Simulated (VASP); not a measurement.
# HfN: stress against strain

HfN (rock salt, Fm-3m, 11.107 Å³/atom and stress up to 0.10 GPa in the relaxed cell, cube axes along x, y and z) under a strain ε along a cube axis (axis z), the other axes held. LDA in VASP (plane waves, PAW), 600 eV, 18×18×18 Γ-centred mesh, Methfessel-Paxton smearing 0.10 eV; ions are relaxed, or left where forces stay under 0.02 eV/Å, within the symmetry of each cell. Stress is positive for a compressed cell.

Here s stands for strain and y for stress zz.

| strain (%) | stress zz (GPa) |
|---|---|
| -3.00 | ? |
| -1.50 | 10.88 |
| -1.00 | 7.03 |
| -0.50 | 3.38 |
| 0.00 | -0.10 |
| 0.50 | -3.42 |
| 1.00 | -6.52 |
| 1.50 | -9.40 |

Task: Fit y against s with a straight line, and predict the withheld value at s = -3.00.

Result: Means: s 0, y 0.264. About the means, the sum of products is -47.370 and the sum of squares of s is 7.0000; the slope is their ratio. Least squares gives y = 0.264 - 6.7671·s. Residuals (row less fit): 0.465, -0.001, -0.268, -0.364, -0.300, -0.017, 0.487; standard error 0.387 (degrees of freedom: 5). The slope gives the elastic constant C11 = about 680 GPa. At the withheld row, y = 0.264 - 6.7671 × (-3.0) = 20.565 GPa. The calculation gives 24.30 GPa, 3.735 GPa above the prediction (11.1 % of the range of y in the table). The row lies outside the fitted rows, so this is an extrapolation. From the scatter of the fitted rows alone, a prediction at this place has a standard error of 0.603 GPa, so the miss is 6.2 times that.

A polynomial of degree 2 through the 12 other runs of the series gives 23.80 there, so most of the miss is curvature that the fit leaves out. In a metal these values are sensitive to mesh and smearing; energies are taken to zero smearing, stresses follow the free energy. For HfN: the electron count is odd and the run is not spin-polarised, which forces a metal. Rows are the converged runs of the series near zero and its far end; series whose fitted rows scatter by over a few per cent of the range, as at a crossing or softening among them, aren't shown in this form, nor equations of state whose B0' disagrees with the runs' pressures. Most that stay on the fit to the last digits aren't either.
